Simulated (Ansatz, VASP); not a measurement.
Al3InN4 in VASP and in Ansatz

```
Al In N
1.0
     3.22078    0.00000    0.00000
     0.00000    3.22078    0.00000
     0.00000    0.00000    9.13911
Al In N
3 1 4
Direct
  0.00000 0.00000 0.73154
  0.00000 0.00000 0.26846
  0.50000 0.50000 0.50000
  0.50000 0.50000 0.00000
  0.50000 0.00000 0.84457
  0.00000 0.50000 0.15543
  0.50000 0.00000 0.38434
  0.00000 0.50000 0.61566
```

Alike in both runs: task single point; functional PBE; k mesh 6 × 6 × 2; occupations gaussian, width 0.1 eV; no spin polarisation.

|  | VASP | Ansatz |
| --- | --- | --- |
| version | VASP 6.6.1 | Ansatz 0.2.0 |
| potentials or method | VASP PAW PBE potentials, release 64 (Al, In_d, N) | scalar-relativistic, plane waves, PAW |
| plane-wave cutoff (eV) | 520 | 420 |
| valence electrons in the cell | 42 | 42 |

VASP gave:

```
gap on the k mesh at the Fermi level (eV) : 1.94
least direct gap on the mesh (eV)         : 1.94
pressure (GPa)                            : -0.1
rms of the force components (eV/Å)        : 0.011
```

Q: Estimate Ansatz's values.

A: gap on the k mesh at the Fermi level (eV): 1.94; least direct gap on the mesh (eV): 1.94; pressure (GPa): 0.0; rms of the force components (eV/Å): 0.001.

Atom by atom the forces differ by 0.010 eV/Å (rms over components). The functional is the same, so the differences come from potentials, cutoffs and numerics.

Caveats: spin-orbit coupling is left out, which moves the levels of the heavy elements. Expect the measured gap to be larger: semilocal functionals such as PBE lack the derivative discontinuity.
